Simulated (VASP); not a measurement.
```xyz
5
Lattice="-1.9182 1.9182 4.5566 1.9182 -1.9182 4.5566 1.9182 1.9182 -4.5566" Properties=species:S:1:pos:R:3 pbc="T T T"
Yb     0.0000     0.0000     0.0000
Ni     1.9182     0.0000     2.2783
Ni     0.0000     1.9182     2.2783
P      0.0000     0.0000     3.4388
P      0.0000     0.0000     5.6743
```

Method: PBEsol GGA, VASP's PBE PAW potentials (set 64) (plane waves; VASP 6.6.1). Run with 400 eV cut-off, 10×10×10 Γ-centred mesh, first-order Methfessel-Paxton smearing of 0.10 eV, potentials Yb_2 Ni P.

The 4f electrons are frozen in the core of the lanthanide potential, so 4f levels, which can set the real gap, and their magnetism are missing.

Question: Predict the energy per atom (σ→0), band gap (on the k-mesh) with the smallest direct gap where there is one.

Answer: 
The band gap (on the k-mesh) comes out as none (metal, semimetal or under 0.01 eV) and the energy per atom (σ→0) comes out as -6.188 eV/atom.

The absolute energy has meaning only against runs of the same code, potentials and settings.

The structure comes from a computed database's Ni2YbP2 entry (I4/mmm); how it stands against other phases isn't given here. It was relaxed first. The start is the result of an earlier pass. The run is not spin-polarised, so no magnetic state was tried.
